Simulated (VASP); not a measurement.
# YNb (Pm-3m) in VASP: settings compared, part 2 of 2

VASP 6.6.1. Earlier steps stand in the parts before.

### Step 5. Band structure, revPBE

Contents of POSCAR:

```
YNb
1.0
    3.6114100000      0.0000000000      0.0000000000
    0.0000000000      3.6114100000      0.0000000000
    0.0000000000      0.0000000000      3.6114100000
Y Nb
1 1
Direct
    0.0000000000      0.0000000000      0.0000000000
    0.5000000000      0.5000000000      0.5000000000
```

Contents of INCAR.step1:

```
PREC = Accurate ; ENCUT = 520
EDIFF = 1E-6 ; ISMEAR = -1
SIGMA = 0.05 ; LREAL = False
LASPH = True ; NELM = 100
ALGO = Normal ; ISIF = 2
LWAVE = False ; LCHARG = True
LMAXMIX = 4 ; GGA = RE
```

Contents of KPOINTS.step1:

```
regular mesh
0
Gamma
  7 7 7
```

Contents of INCAR.step2:

```
PREC = Accurate ; ENCUT = 520
EDIFF = 1E-6 ; ISMEAR = 0
SIGMA = 0.05 ; LREAL = False
LASPH = True ; NELM = 100
ALGO = Normal ; ISIF = 2
LWAVE = False ; LCHARG = False
LMAXMIX = 4 ; GGA = RE
ICHARG = 11
```

Contents of KPOINTS.step2:

```
path GXMGRX,MR
10
line-mode
reciprocal
 0.0000000000  0.0000000000  0.0000000000  G
 0.0000000000  0.5000000000  0.0000000000  X

 0.0000000000  0.5000000000  0.0000000000  X
 0.5000000000  0.5000000000  0.0000000000  M

 0.5000000000  0.5000000000  0.0000000000  M
 0.0000000000  0.0000000000  0.0000000000  G

 0.0000000000  0.0000000000  0.0000000000  G
 0.5000000000  0.5000000000  0.5000000000  R

 0.5000000000  0.5000000000  0.5000000000  R
 0.0000000000  0.5000000000  0.0000000000  X

 0.5000000000  0.5000000000  0.0000000000  M
 0.5000000000  0.5000000000  0.5000000000  R
```

Started as:

```
> cat potpaw_PBE.64/Y_sv/POTCAR potpaw_PBE.64/Nb_sv/POTCAR > POTCAR
> cp INCAR.step1 INCAR
> cp KPOINTS.step1 KPOINTS
> mpirun -np 1 vasp_std > vasp.out
> cp INCAR.step2 INCAR
> cp KPOINTS.step2 KPOINTS
> mpirun -np 1 vasp_std > vasp.out
```

It took 21 s on 1 thread of Intel Xeon 6975P-C (Granite Rapids), shared host; peak memory 0.19 GiB.

It converged, with:

```
Band gap along the path : none (metal or under the smearing width)
```

Levels at the corners of the path, in eV from the Fermi level:
```tsv
point	band 10	band 11	band 12	band 13	band 14	band 15
Γ	-2.42	-2.42	0.89	0.89	0.89	3.83
X	-1.94	-0.88	0.68	0.68	0.79	1.67
X	-1.94	-0.88	0.68	0.68	0.79	1.67
M	-2.51	-0.65	-0.65	1.81	1.81	2.71
M	-2.51	-0.65	-0.65	1.81	1.81	2.71
Γ	-2.42	-2.42	0.89	0.89	0.89	3.83
Γ	-2.42	-2.42	0.89	0.89	0.89	3.83
R	-0.64	-0.64	-0.14	-0.14	-0.14	2.80
R	-0.64	-0.64	-0.14	-0.14	-0.14	2.80
X	-1.94	-0.88	0.68	0.68	0.79	1.67
M	-2.51	-0.65	-0.65	1.81	1.81	2.71
R	-0.64	-0.64	-0.14	-0.14	-0.14	2.80
```

Caveat: the log is that of the step along the path at fixed density, whose energy, stress, charges and moments have no meaning; the PAW data sets were made with another functional, which shifts forces and pressure a little.

### Step 6. Band structure, BLYP

POSCAR is that of step 5.

INCAR.step1: that of step 5 with these lines changed.

```diff
@@ -6,2 +6,4 @@
 LWAVE = False ; LCHARG = True
-LMAXMIX = 4 ; GGA = RE
+LMAXMIX = 4 ; GGA = B5
+ALDAX = 1.0 ; AGGAX = 1.0
+AGGAC = 1.0 ; ALDAC = 0.0
```

KPOINTS.step1 is that of step 5.

INCAR.step2: that of step 5 with these lines changed.

```diff
@@ -6,3 +6,5 @@
 LWAVE = False ; LCHARG = False
-LMAXMIX = 4 ; GGA = RE
+LMAXMIX = 4 ; GGA = B5
+ALDAX = 1.0 ; AGGAX = 1.0
+AGGAC = 1.0 ; ALDAC = 0.0
 ICHARG = 11
```

KPOINTS.step2 is that of step 5.

Potentials or basis: VASP PAW PBE potentials, release 64 (Y_sv, Nb_sv).

Started as:

```
> cat potpaw_PBE.64/Y_sv/POTCAR potpaw_PBE.64/Nb_sv/POTCAR > POTCAR
> cp INCAR.step1 INCAR
> cp KPOINTS.step1 KPOINTS
> mpirun -np 1 vasp_std > vasp.out
> cp INCAR.step2 INCAR
> cp KPOINTS.step2 KPOINTS
> mpirun -np 1 vasp_std > vasp.out
```

OUTCAR:

```text
PREC = Accurate
   ENCUT = 520
   EDIFF = 1E-6
   ISMEAR = 0
   LREAL = False
   LASPH = True
   NELM = 100
   ISIF = 2
   GGA = B5
   ICHARG = 11

 ion  position               nearest neighbor table
   1  0.000  0.000  0.000-   2 3.13   2 3.13   2 3.13   2 3.13   2 3.13   2 3.13   2 3.13   2 3.13

   2  0.500  0.500  0.500-   1 3.13   1 3.13   1 3.13   1 3.13   1 3.13   1 3.13   1 3.13   1 3.13

  LATTYP: Found a simple cubic cell.
 ALAT       =     3.6114100000

  Lattice vectors:

 A1 = (   3.6114100000,   0.0000000000,   0.0000000000)
 A2 = (   0.0000000000,   3.6114100000,   0.0000000000)
 A3 = (   0.0000000000,   0.0000000000,   3.6114100000)

Analysis of symmetry for initial positions (statically):
=====================================================================
 Subroutine PRICEL returns:
 Original cell was already a primitive cell.

 Routine SETGRP: Setting up the symmetry group for a
 simple cubic supercell.

 Subroutine GETGRP returns: Found 48 space group operations
 (whereof 48 operations were pure point group operations)
 out of a pool of 48 trial point group operations.

The static configuration has the point symmetry O_h .

Analysis of symmetry for dynamics (positions and initial velocities):
=====================================================================
 Subroutine PRICEL returns:
 Original cell was already a primitive cell.

 Routine SETGRP: Setting up the symmetry group for a
 simple cubic supercell.

 Subroutine GETGRP returns: Found 48 space group operations
 (whereof 48 operations were pure point group operations)
 out of a pool of 48 trial point group operations.

The dynamic configuration has the point symmetry O_h .

 Subroutine INISYM returns: Found 48 space group operations
 (whereof 48 operations are pure point group operations),
 and found     1 'primitive' translations

----------------------------------------------------------------------------------------

                                     Primitive cell

  volume of cell :      47.1010

  direct lattice vectors                    reciprocal lattice vectors
     3.611410000  0.000000000  0.000000000     0.276900158  0.000000000  0.000000000
     0.000000000  3.611410000  0.000000000     0.000000000  0.276900158  0.000000000
     0.000000000  0.000000000  3.611410000     0.000000000  0.000000000  0.276900158

  length of vectors
     3.611410000  3.611410000  3.611410000     0.276900158  0.276900158  0.276900158

  position of ions in fractional coordinates (direct lattice)
     0.000000000  0.000000000  0.000000000
     0.500000000  0.500000000  0.500000000

  ion indices of the primitive-cell ions
   primitive index   ion index
                 1           1
                 2           2

----------------------------------------------------------------------------------------

 KPOINTS: path GXMGRX,MR

Interpolating k-points between supplied coordinates.

 Line segments in fractional coordinates (reciprocal lattice):
    0.000000  0.000000  0.000000  ...  0.000000  0.500000  0.000000
    0.000000  0.500000  0.000000  ...  0.500000  0.500000  0.000000
    0.500000  0.500000  0.000000  ...  0.000000  0.000000  0.000000
    0.000000  0.000000  0.000000  ...  0.500000  0.500000  0.500000
    0.500000  0.500000  0.500000  ...  0.000000  0.500000  0.000000
    0.500000  0.500000  0.000000  ...  0.500000  0.500000  0.500000

 Generated    10 points on each line segment, for a total of     60 k-points:

 Following reciprocal coordinates:
            Coordinates               Weight
  0.000000  0.000000  0.000000      0.016667
  0.000000  0.055556  0.000000      0.016667
  0.000000  0.111111  0.000000      0.016667
  0.000000  0.166667  0.000000      0.016667
  0.000000  0.222222  0.000000      0.016667
  0.000000  0.277778  0.000000      0.016667
[... 16 lines left out ...]
  0.388889  0.388889  0.000000      0.016667
  0.333333  0.333333  0.000000      0.016667
 [... further k-points ...]
   k-points           NKPTS =     60   k-points in BZ     NKDIM =     60   number of bands    NBANDS=     16
   number of dos      NEDOS =    301   number of ions     NIONS =      2
   total plane-waves  NPLWV =  21952
   dimension x,y,z NGX =    28 NGY =   28 NGZ =   28
   dimension x,y,z NGXF=    56 NGYF=   56 NGZF=   56
   ions per type =               1   1
   NGX,Y,Z   is equivalent  to a cutoff of  12.89, 12.89, 12.89 a.u.
   NGXF,Y,Z  is equivalent  to a cutoff of  25.78, 25.78, 25.78 a.u.
 SYSTEM =  unknown system
   PREC   = accura    normal or accurate (medium, high low for compatibility)
   ISTART =      0    job   : 0-new  1-cont  2-samecut
   ICHARG =     11    charge: 1-file 2-atom 10-const
   ISPIN  =      1    spin polarized calculation?
   LNONCOLLINEAR =      F non collinear calculations
   LSORBIT =      F    spin-orbit coupling
   LASPH  =      T    aspherical Exc in radial PAW
   ENCUT  =  520.0 eV  38.22 Ry    6.18 a.u.   6.71  6.71  6.71*2*pi/ulx,y,z
   NELM   =    100;   NELMIN=  2; NELMDL=  0     # of ELM steps
   EDIFF  = 0.1E-05   stopping-criterion for ELM
   LREAL  =      F    real-space projection
   EDIFFG = 0.1E-04   stopping-criterion for IOM
   NSW    =      0    number of steps for IOM
   IBRION =     -1    ionic relax: 0-MD 1-quasi-New 2-CG
   NFREE  =      0    steps in history (QN), initial steepest desc. (CG)
   ISIF   =      2    stress and relaxation
   ISYM   =      2    0-nonsym 1-usesym 2-fastsym
   POTIM  = 0.5000    time-step for ionic-motion
   TEBEG  =    0.0;   TEEND  =   0.0 temperature during run
   PSTRESS=    0.0 pullay stress
   NELECT =      24.0000    total number of electrons
   NUPDOWN=      -1.0000    fix difference up-down
   EMIN   =  10.00;   EMAX   =-10.00  energy-range for DOS
   EFERMI =   0.00;   METHOD = LEGACY
   ISMEAR =     0;   SIGMA  =   0.05  broadening in eV -4-tet -1-fermi 0-gaus
   EFERMI_NEDOS =   21; number of points for ismear=-14 and -15
   IALGO  =     38    algorithm
   IMIX   =      4    mixing-type and parameters
     AMIX     =   0.40;   BMIX     =  1.00
     AMIX_MAG =   1.60;   BMIX_MAG =  1.00
  volume/ion in A,a.u.               =      23.55       158.93
  Fermi-wavevector in a.u.,A,eV,Ry     =   1.307581  2.470969 23.262791  1.709767
  Thomas-Fermi vector in A             =   2.438306
   LORBIT       =      0    0 simple, 1 ext, 2 COOP (PROOUT), +10 PAW based schemes
   GGA     = B5    functional components
   LHFCALC =     F    Hartree Fock is set to
   AEXX    =    0.0000 exact exchange contribution
   IVDW    =     0    specifies the selected vdW correction
   LEPSILON=     F    determine dielectric tensor
   LRPA    =     F    only Hartree local field effects (RPA)
 non-spin polarized calculation
 Gauss-broadening in eV      SIGMA  =   0.05
  energy-cutoff  :      520.00
  volume of cell :       47.10
 maximum number of plane-waves:      1328
 NGX is ok and might be reduce to    28

 number of electron      23.9999998 magnetization

 Free energy of the ion-electron system (eV)
  ---------------------------------------------------
  ext. energy  EPLUGINS =         0.00000000
  ---------------------------------------------------
  free energy    TOTEN  =       -13.92500166 eV

  energy without entropy =      -13.92409806  energy(sigma->0) =      -13.92454986

 E-fermi :   6.9294     XC(G=0): -10.3832

 val. band max:        6.8855672182   @ k =   0.3333   0.3333   0.0000
 cond. band min:       6.9730064515   @ k =   0.2222   0.2222   0.0000
 fundamental gap:      0.0874392333
 Fermi energy:         6.9294005747

 k-point     1 :       0.0000    0.0000    0.0000
  band No.  band energies     occupation
      1     -47.5548      2.00000
      2     -34.7714      2.00000
      3     -23.7052      2.00000
      4     -23.7052      2.00000
      5     -23.7052      2.00000
      6     -14.7725      2.00000
[... 8 lines left out ...]
     15      10.5974      0.00000
     16      10.5974      0.00000
[... 419 lines left out ...]
 k-point    24 :       0.3333    0.3333    0.0000
  band No.  band energies     occupation
      1     -47.5456      2.00000
      2     -34.7419      2.00000
      3     -23.7789      2.00000
      4     -23.7698      2.00000
      5     -23.6863      2.00000
      6     -14.9945      2.00000
[... 8 lines left out ...]
     15       9.3617      0.00000
     16      10.3520      0.00000

 [... further k-points ...]

------------------------ aborting loop because EDIFF is reached ----------------------------------------

  FORCE on cell =-STRESS in cart. coord.  units (eV):
  Direction    XX          YY          ZZ          XY          YZ          ZX
  --------------------------------------------------------------------------------------
  -------------------------------------------------------------------------------------
  Total       -1.1157520     -1.1157520     -1.1157520     -0.0000000     -0.0000000      0.0000000
  in kB      -37.9531528    -37.9531528    -37.9531528     -0.0000000     -0.0000000      0.0000000
  external PRESSURE =     -37.9531528 kB  Pullay stress =       0.0000000 kB

 VOLUME and BASIS-vectors are now :
 -----------------------------------------------------------------------------
  energy-cutoff  :      520.00
  volume of cell :       47.10
      direct lattice vectors                 reciprocal lattice vectors
     3.611410000  0.000000000  0.000000000     0.276900158  0.000000000  0.000000000
     0.000000000  3.611410000  0.000000000     0.000000000  0.276900158  0.000000000
     0.000000000  0.000000000  3.611410000     0.000000000  0.000000000  0.276900158

 POSITION                                       TOTAL-FORCE (eV/Angst)
 -----------------------------------------------------------------------------------
      0.00000      0.00000      0.00000         0.000000      0.000000      0.000000
      1.80570      1.80570      1.80570         0.000000      0.000000      0.000000
 -----------------------------------------------------------------------------------
    total drift:                                0.000000      0.000000      0.000000

  FREE ENERGIE OF THE ION-ELECTRON SYSTEM (eV)
  ---------------------------------------------------
  free  energy   TOTEN  =       -13.9250016606 eV

  energy  without entropy=      -13.9240980558  energy(sigma->0) =      -13.92454986
```

Run time: 29 s. Hardware: 1 thread of Intel Xeon 6975P-C (Granite Rapids), shared host; peak memory 0.19 GiB.

Results:

* Band gap along the path: none (metal or under the smearing width)

Levels at the corners of the path, in eV from the Fermi level:
| point | band 10 | band 11 | band 12 | band 13 | band 14 | band 15 |
| --- | --- | --- | --- | --- | --- | --- |
| Γ | -2.41 | -2.41 | 0.82 | 0.82 | 0.82 | 3.74 |
| X | -1.79 | -0.90 | 0.65 | 0.65 | 0.78 | 1.61 |
| X | -1.79 | -0.90 | 0.65 | 0.65 | 0.78 | 1.61 |
| M | -2.47 | -0.70 | -0.70 | 2.00 | 2.00 | 2.64 |
| M | -2.47 | -0.70 | -0.70 | 2.00 | 2.00 | 2.64 |
| Γ | -2.41 | -2.41 | 0.82 | 0.82 | 0.82 | 3.74 |
| Γ | -2.41 | -2.41 | 0.82 | 0.82 | 0.82 | 3.74 |
| R | -0.61 | -0.61 | -0.12 | -0.12 | -0.12 | 2.73 |
| R | -0.61 | -0.61 | -0.12 | -0.12 | -0.12 | 2.73 |
| X | -1.79 | -0.90 | 0.65 | 0.65 | 0.78 | 1.61 |
| M | -2.47 | -0.70 | -0.70 | 2.00 | 2.00 | 2.64 |
| R | -0.61 | -0.61 | -0.12 | -0.12 | -0.12 | 2.73 |

Caveat: the log is that of the step along the path at fixed density, whose energy, stress, charges and moments have no meaning; the PAW data sets were made with another functional, which shifts forces and pressure a little.

### Step 7. For comparison

An earlier run on the cell as given: functional PBE; potentials or basis VASP PAW PBE potentials, release 64 (Y_sv, Nb_sv); cutoff 520 eV; k mesh 7 × 7 × 7; occupations fermi-dirac, width 0.05 eV; no spin polarisation.

- Pressure: -0.1 GPa
- Band gap on the k mesh: none (metal or under the smearing width)
